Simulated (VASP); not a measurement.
# Mg2ZnTeS2 (Cmmm) in VASP: relaxation of cell and atoms with PBE

Aim: the relaxation of cell and atoms of Mg2ZnTeS2 with PBE.

All numbers are computed with VASP 6.6.1; they aren't measurements. Logs are shortened: lines on timing, memory, paths and dates and some standing lists are left out, and cuts for length are marked.

## (1) The crystal as given

It takes space group Cmmm (No. 65, orthorhombic). The conventional cell has a = 6.297 Å, b = 10.902 Å, c = 3.572 Å, α = 90.00°, β = 90.00°, γ = 90.00°. Around Mg (site symmetry m2m) lie 4 S at 2.55 Å and 2 Zn at 2.55 Å. Zn (site symmetry mmm) is surrounded by 4 Mg at 2.55 Å. Te (site symmetry mmm) has 2 Te at 3.57 Å and 8 S at 3.62 Å and 4 Zn at 3.62 Å and 6 Mg at 3.63 to 3.64 Å as nearest neighbours. S (site symmetry 2/m) is surrounded by 4 Mg at 2.55 Å.

The cell was built by a generator and needn't be a form met in nature.

## (2) Relaxation of cell and atoms, PBE

INCAR reads:

```
PREC = Normal ; ENCUT = 520
EDIFF = 1E-4 ; ISMEAR = 0
SIGMA = 0.15 ; LREAL = False
LASPH = True ; NELM = 60
ALGO = Fast ; ISIF = 3
LWAVE = False ; LCHARG = False
GGA = PE ; IBRION = 2
NSW = 24 ; EDIFFG = -0.08
```

KPOINTS reads:

```
regular mesh
0
Gamma
  3 3 4
```

POSCAR reads:

```
Mg2ZnTeS2
1.0
    3.1482942600     -5.4509432800      0.0000000000
    3.1482942600      5.4509432800      0.0000000000
    0.0000000000      0.0000000000      3.5718816300
Mg Zn Te S
2 1 1 2
Direct
    0.1669560000      0.8330440000      0.0000000000
    0.8330440000      0.1669560000      0.0000000000
    0.0000000000      0.0000000000      0.5000000000
    0.5000000000      0.5000000000      0.0000000000
    0.0000000000      0.5000000000      0.5000000000
    0.5000000000      0.0000000000      0.5000000000
```

Potentials or basis: VASP PAW PBE potentials, release 64 (Mg, Zn, Te, S).

Command:

```
$ cat potpaw_PBE.64/Mg/POTCAR potpaw_PBE.64/Zn/POTCAR potpaw_PBE.64/Te/POTCAR potpaw_PBE.64/S/POTCAR > POTCAR
$ mpirun -np 1 vasp_std > vasp.out
```

OUTCAR:

```text
PREC = Normal
   ENCUT = 520
   EDIFF = 1E-4
   ISMEAR = 0
   LREAL = False
   LASPH = True
   NELM = 60
   ISIF = 3
   GGA = PE
   IBRION = 2
   NSW = 24
   EDIFFG = -0.08

 ion  position               nearest neighbor table
   1  0.167  0.833  0.000-   5 2.55   6 2.55   5 2.55   6 2.55   3 2.55   3 2.55   4 3.63   2 3.63
                             2 3.63   4 3.64   4 3.64   2 3.64
   2  0.833  0.167  0.000-   5 2.55   6 2.55   5 2.55   6 2.55   3 2.55   3 2.55   4 3.63   1 3.63
                             1 3.63   4 3.64   4 3.64   1 3.64
   3  0.000  0.000  0.500-   1 2.55   2 2.55   1 2.55   2 2.55
   4  0.500  0.500  0.000-   1 3.63   2 3.63   1 3.64   2 3.64   1 3.64   2 3.64
   5  0.000  0.500  0.500-   1 2.55   2 2.55   1 2.55   2 2.55
   6  0.500  0.000  0.500-   1 2.55   2 2.55   1 2.55   2 2.55

  LATTYP: Found a base centered orthorhombic cell.
 ALAT       =     6.2965885200
 B/A-ratio  =     1.7313957432
 C/A-ratio  =     0.5672725189

  Lattice vectors:

 A1 = (   3.1482942600,  -5.4509432800,   0.0000000000)
 A2 = (   3.1482942600,   5.4509432800,   0.0000000000)
 A3 = (   0.0000000000,   0.0000000000,   3.5718816300)

Analysis of symmetry for initial positions (statically):
=====================================================================
 Subroutine PRICEL returns:
 Original cell was already a primitive cell.

 Routine SETGRP: Setting up the symmetry group for a
 base centered orthorhombic supercell.

 Subroutine GETGRP returns: Found  8 space group operations
 (whereof  8 operations were pure point group operations)
 out of a pool of  8 trial point group operations.

The static configuration has the point symmetry D_2h.

Analysis of symmetry for dynamics (positions and initial velocities):
=====================================================================
 Subroutine PRICEL returns:
 Original cell was already a primitive cell.

 Routine SETGRP: Setting up the symmetry group for a
 base centered orthorhombic supercell.

 Subroutine GETGRP returns: Found  8 space group operations
 (whereof  8 operations were pure point group operations)
 out of a pool of  8 trial point group operations.

The dynamic configuration has the point symmetry D_2h.

 Subroutine INISYM returns: Found  8 space group operations
 (whereof  8 operations are pure point group operations),
 and found     1 'primitive' translations

----------------------------------------------------------------------------------------

                                     Primitive cell

  volume of cell :     122.5954

  direct lattice vectors                    reciprocal lattice vectors
     3.148294260 -5.450943280  0.000000000     0.158816158 -0.091727243  0.000000000
     3.148294260  5.450943280  0.000000000     0.158816158  0.091727243  0.000000000
     0.000000000  0.000000000  3.571881630     0.000000000  0.000000000  0.279964485

  length of vectors
     6.294802570  6.294802570  3.571881630     0.183402452  0.183402452  0.279964485

  position of ions in fractional coordinates (direct lattice)
     0.166956000  0.833044000  0.000000000
     0.833044000  0.166956000  0.000000000
     0.000000000  0.000000000  0.500000000
     0.500000000  0.500000000  0.000000000
     0.000000000  0.500000000  0.500000000
     0.500000000  0.000000000  0.500000000

  ion indices of the primitive-cell ions
   primitive index   ion index
                 1           1
                 2           2
                 3           3
                 4           4
                 5           5
                 6           6

----------------------------------------------------------------------------------------

 KPOINTS: regular mesh

Automatic generation of k-mesh.
 Grid dimensions read from file:
 generate k-points for:    3    3    4

 Generating k-lattice:

  Cartesian coordinates                     Fractional coordinates (reciprocal lattice)
     0.052938719 -0.030575748  0.000000000     0.333333333 -0.000000000  0.000000000
     0.052938719  0.030575748  0.000000000    -0.000000000  0.333333333  0.000000000
     0.000000000  0.000000000  0.069991121     0.000000000  0.000000000  0.250000000

  Length of vectors
     0.061134151  0.061134151  0.069991121

  Shift w.r.t. Gamma in fractional coordinates (k-lattice)
     0.000000000  0.000000000  0.000000000

 Subroutine IBZKPT returns following result:
 ===========================================

 Found     12 irreducible k-points:

 Following reciprocal coordinates:
            Coordinates               Weight
  0.000000  0.000000  0.000000      1.000000
  0.333333  0.000000  0.000000      4.000000
  0.333333  0.333333  0.000000      2.000000
 -0.333333  0.333333  0.000000      2.000000
  0.000000  0.000000  0.250000      2.000000
  0.333333  0.000000  0.250000      8.000000
  0.333333  0.333333  0.250000      4.000000
 -0.333333  0.333333  0.250000      4.000000
  0.000000  0.000000  0.500000      1.000000
  0.333333  0.000000  0.500000      4.000000
  0.333333  0.333333  0.500000      2.000000
 -0.333333  0.333333  0.500000      2.000000
   k-points           NKPTS =     12   k-points in BZ     NKDIM =     12   number of bands    NBANDS=     21
   number of dos      NEDOS =    301   number of ions     NIONS =      6
   total plane-waves  NPLWV =  25920
   dimension x,y,z NGX =    36 NGY =   36 NGZ =   20
   dimension x,y,z NGXF=    72 NGYF=   72 NGZF=   40
   ions per type =               2   1   1   2
   NGX,Y,Z   is equivalent  to a cutoff of   9.51,  9.51,  9.31 a.u.
   NGXF,Y,Z  is equivalent  to a cutoff of  19.02, 19.02, 18.62 a.u.
 SYSTEM =  unknown system
   PREC   = normal    normal or accurate (medium, high low for compatibility)
   ISTART =      0    job   : 0-new  1-cont  2-samecut
   ICHARG =      2    charge: 1-file 2-atom 10-const
   ISPIN  =      1    spin polarized calculation?
   LNONCOLLINEAR =      F non collinear calculations
   LSORBIT =      F    spin-orbit coupling
   LASPH  =      T    aspherical Exc in radial PAW
   ENCUT  =  520.0 eV  38.22 Ry    6.18 a.u.  11.70 11.70  6.64*2*pi/ulx,y,z
   NELM   =     60;   NELMIN=  2; NELMDL= -5     # of ELM steps
   EDIFF  = 0.1E-03   stopping-criterion for ELM
   LREAL  =      F    real-space projection
   EDIFFG = -.8E-01   stopping-criterion for IOM
   NSW    =     24    number of steps for IOM
   IBRION =      2    ionic relax: 0-MD 1-quasi-New 2-CG
   NFREE  =      1    steps in history (QN), initial steepest desc. (CG)
   ISIF   =      3    stress and relaxation
   ISYM   =      2    0-nonsym 1-usesym 2-fastsym
   POTIM  = 0.5000    time-step for ionic-motion
   TEBEG  =    0.0;   TEEND  =   0.0 temperature during run
   PSTRESS=    0.0 pullay stress
   NELECT =      34.0000    total number of electrons
   NUPDOWN=      -1.0000    fix difference up-down
   EMIN   =  10.00;   EMAX   =-10.00  energy-range for DOS
   EFERMI =   0.00;   METHOD = LEGACY
   ISMEAR =     0;   SIGMA  =   0.15  broadening in eV -4-tet -1-fermi 0-gaus
   EFERMI_NEDOS =   21; number of points for ismear=-14 and -15
   IALGO  =     68    algorithm
   IMIX   =      4    mixing-type and parameters
     AMIX     =   0.40;   BMIX     =  1.00
     AMIX_MAG =   1.60;   BMIX_MAG =  1.00
  volume/ion in A,a.u.               =      20.43       137.89
  Fermi-wavevector in a.u.,A,eV,Ry     =   1.067603  2.017477 15.507597  1.139776
  Thomas-Fermi vector in A             =   2.203225
   LORBIT       =      0    0 simple, 1 ext, 2 COOP (PROOUT), +10 PAW based schemes
   GGA     = PE    functional components
   LHFCALC =     F    Hartree Fock is set to
   AEXX    =    0.0000 exact exchange contribution
   IVDW    =     0    specifies the selected vdW correction
   LEPSILON=     F    determine dielectric tensor
   LRPA    =     F    only Hartree local field effects (RPA)
 conjugate gradient relaxation of ions
 non-spin polarized calculation
 RMM-DIIS sequential band-by-band and
 Gauss-broadening in eV      SIGMA  =   0.15
  energy-cutoff  :      520.00
  volume of cell :      122.60
 maximum number of plane-waves:      3331
   NGX = 23   NGY = 23   NGZ = 13

--------------------------------------- Ionic step        1  -------------------------------------------

 number of electron      33.9999965 magnetization

 Free energy of the ion-electron system (eV)
  ---------------------------------------------------
  ext. energy  EPLUGINS =         0.00000000
  ---------------------------------------------------
  free energy    TOTEN  =       -16.63600872 eV

  energy without entropy =      -16.57762719  energy(sigma->0) =      -16.60681796

------------------------ aborting loop because EDIFF is reached ----------------------------------------

  FORCE on cell =-STRESS in cart. coord.  units (eV):
  Direction    XX          YY          ZZ          XY          YZ          ZX
  --------------------------------------------------------------------------------------
  -------------------------------------------------------------------------------------
  Total        0.1749545      4.2607706      2.3012552      0.0000000      0.0000000      0.0000000
  in kB        2.2864502     55.6832655     30.0747016      0.0000000      0.0000000      0.0000000
  external PRESSURE =      29.3481391 kB  Pullay stress =       0.0000000 kB
[... 101 lines left out ...]
  FREE ENERGIE OF THE ION-ELECTRON SYSTEM (eV)
  ---------------------------------------------------
  free  energy   TOTEN  =       -17.0900527390 eV

  energy  without entropy=      -17.0257542257  energy(sigma->0) =      -17.05790348

[... ionic steps 4 to 20 ...]

--------------------------------------- Ionic step       21  -------------------------------------------

 number of electron      33.9999954 magnetization

------------------------ aborting loop because EDIFF is reached ----------------------------------------

  FORCE on cell =-STRESS in cart. coord.  units (eV):
  Direction    XX          YY          ZZ          XY          YZ          ZX
  --------------------------------------------------------------------------------------
  -------------------------------------------------------------------------------------
  Total       -0.1983661     -0.2549207     -0.8210010      0.0000000      0.0000000      0.0000000
  in kB       -2.2439688     -2.8837296     -9.2873774      0.0000000      0.0000000      0.0000000
  external PRESSURE =      -4.8050252 kB  Pullay stress =       0.0000000 kB
[... 65 lines left out ...]
  energy  without entropy=      -17.5059521393  energy(sigma->0) =      -17.52031050

--------------------------------------- Ionic step       23  -------------------------------------------

 number of electron      33.9999952 magnetization

 Free energy of the ion-electron system (eV)
  ---------------------------------------------------
  ext. energy  EPLUGINS =         0.00000000
  ---------------------------------------------------
  free energy    TOTEN  =       -17.56530244 eV

  energy without entropy =      -17.53798228  energy(sigma->0) =      -17.55164236

 E-fermi :   3.3492     XC(G=0):  -9.0961

 val. band max:        3.3233376384   @ k =   0.3333   0.0000   0.0000
 cond. band min:       3.6122992124   @ k =   0.3333   0.3333   0.0000
 fundamental gap:      0.2889615740
 Fermi energy:         3.3492407266

 k-point     1 :       0.0000    0.0000    0.0000
  band No.  band energies     occupation
      1     -10.3027      2.00000
      2      -8.0817      2.00000
      3      -7.3786      2.00000
      4      -3.5662      2.00000
      5      -3.5139      2.00000
      6      -3.4925      2.00000
[... 310 lines left out ...]
  FREE ENERGIE OF THE ION-ELECTRON SYSTEM (eV)
  ---------------------------------------------------
  free  energy   TOTEN  =       -17.5653024364 eV

  energy  without entropy=      -17.5379822751  energy(sigma->0) =      -17.55164236

 reached required accuracy - stopping structural energy minimisation
```

Wall time 4 min (1 thread of Intel Xeon Platinum 8488C (Sapphire Rapids), shared host); peak memory 0.19 GiB.

What came out:

```
Free energy                            : -17.5653 eV
Relaxed volume                         : 23.34 Å³/atom
Relaxed cell                           : a = 7.505 Å, b = 7.505 Å, c = 3.599 Å, α = 90.00°, β = 90.00°, γ = 136.32°
Space group after relaxing (to 0.05 Å) : Cmmm (No. 65)
Energy gained by relaxing              : 154.9 meV/atom
Ionic steps                            : 23
Pressure after relaxing                : -0.1 GPa
Largest force after relaxing           : 0.005 eV/Å
Band gap on the k mesh                 : none (metal or under the smearing width)
```

Forces on the atoms (eV/Å):
```
Mg   0.000  0.005  0.000
Mg   0.000 -0.005  0.000
Zn   0.000  0.000  0.000
Te   0.000  0.000  0.000
S    0.000  0.000  0.000
S    0.000  0.000  0.000
```

Step by step:
| step | energy change (eV) | largest force (eV/Å) | pressure (GPa) | volume (Å³) |
| --- | --- | --- | --- | --- |
| 1 | 0.0000 | 1.4850 | 2.93 | 122.60 |
| 2 | -0.3084 | 0.9662 | 0.77 | 129.32 |
| 3 | -0.4540 | 0.5353 | -2.07 | 138.45 |
| 4 | -0.6182 | 0.1948 | -0.17 | 134.27 |
| 5 | -0.6375 | 0.0012 | 1.75 | 132.04 |
| 6 | -0.7118 | 0.1937 | 1.55 | 135.28 |
| 7 | -0.6507 | 0.8172 | 2.88 | 143.98 |
| 8 | -0.7521 | 0.3754 | 1.94 | 138.45 |
| 9 | -0.7554 | 0.4869 | 1.75 | 140.15 |
| 10 | -0.7807 | 0.2234 | -1.40 | 151.75 |
| 11 | -0.8056 | 0.3246 | -0.19 | 147.00 |
| 12 | -0.8344 | 0.2992 | -0.07 | 147.90 |
| 13 | -0.8900 | 0.1178 | -0.39 | 150.48 |
| 14 | -0.8909 | 0.0059 | -0.98 | 151.60 |
| 15 | -0.8928 | 0.0496 | -0.97 | 151.12 |
| 16 | -0.9060 | 0.1125 | -0.07 | 148.06 |
| 17 | -0.9055 | 0.1317 | 0.07 | 147.42 |
| 18 | -0.9136 | 0.1129 | -0.08 | 146.74 |
| 19 | -0.9168 | 0.0927 | -0.25 | 145.55 |
| 20 | -0.9222 | 0.0787 | -0.31 | 144.57 |
| 21 | -0.9306 | 0.0320 | -0.48 | 141.63 |
| 22 | -0.8987 | 0.1312 | -0.50 | 135.78 |
| 23 | -0.9293 | 0.0048 | -0.08 | 140.01 |

Final structure:
```
CELL_PARAMETERS angstrom
2.79216 -6.96618 0.00000
2.79216 6.96618 0.00000
0.00000 0.00000 3.59918
ATOMIC_POSITIONS crystal
Mg 0.18013 0.81987 0.00000
Mg 0.81987 0.18013 0.00000
Zn 0.00000 0.00000 0.50000
Te 0.50000 0.50000 0.00000
S 0.00000 0.50000 0.50000
S 0.50000 0.00000 0.50000
```

Caveat: the k mesh is coarse (spacing up to 0.44 Å⁻¹), so the values aren't converged; the relaxation stopped at a loose force limit of 0.08 eV/Å, so its end isn't a converged minimum. Spin-orbit coupling is left out, which matters for the levels of Te.
